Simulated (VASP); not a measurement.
Consider the following.

```yaml
crystal:
  lattice:
    - [4.26305, 0.00000, 0.00000]
    - [0.00000, 4.26305, 0.00000]
    - [0.00000, 0.00000, 2.84840]
  atoms:
    - { symbol: Mg, position: [0.00000, 0.00000, 0.00000] }
    - { symbol: Mg, position: [0.50000, 0.50000, 0.50000] }
    - { symbol: F, position: [0.30114, 0.30114, 0.00000] }
    - { symbol: F, position: [0.80114, 0.19886, 0.50000] }
    - { symbol: F, position: [0.19886, 0.80114, 0.50000] }
    - { symbol: F, position: [0.69886, 0.69886, 0.00000] }
```

The numbers are results of LDA (Ceperley-Alder, Perdew-Zunger), VASP's LDA PAW potentials (set 64) (plane waves; VASP), not measurements. Settings: 620 eV cut-off, 5×5×8 Γ-centred mesh, Gaussian smearing of 0.050 eV, potentials Mg F.

Problem. What does the run give for the energy per atom (σ→0), pressure, band gap (on the k-mesh) with the smallest direct gap where there is one?

Solution. 
| Item | Value |
|---|---|
| band gap (on the k-mesh) | 8.50 eV |
| smallest direct gap (on the k-mesh) | 8.50 eV |
| energy per atom (σ→0) | -551.2 kJ/mol of atoms |
| pressure | 30.20 GPa |

The absolute energy has meaning only against runs of the same code, potentials and settings.

The compound is MgF2 in the rutile structure. It was relaxed first under an external pressure of 30 GPa.
